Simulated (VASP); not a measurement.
```
Ni3Si
1.0
    3.50847     0.00000     0.00000
    0.00000     3.50847     0.00000
    0.00000     0.00000     3.50847
Si Ni
1 3
Direct
  0.00000   0.00000   0.00000
  0.00000   0.50000   0.50000
  0.50000   0.00000   0.50000
  0.50000   0.50000   0.00000
```

The numbers are results of optB88-vdW, VASP's PBE PAW potentials (set 64) (plane waves; VASP), not measurements. Numerical set-up: 520 eV cut-off, 10×10×10 Γ-centred mesh, tetrahedra with Blöchl corrections, potentials Si Ni.

The cores are frozen, which limits the accuracy of field gradients.

Task: Give the principal components of the electric field gradient (V/Å²) and the asymmetry η at each nucleus.

Result: 
```
atom   Vxx   Vyy    Vzz     η
----  ----  ----  -----  ----
Si1    0.0   0.0    0.0     -
Ni2   21.3  21.3  -42.7  0.00
Ni3   21.3  21.3  -42.7  0.00
Ni4   21.3  21.3  -42.7  0.00
```

The compound is Ni3Si in the L1_2 structure. It was relaxed first. The run is not spin-polarised, so no magnetic state was tried.
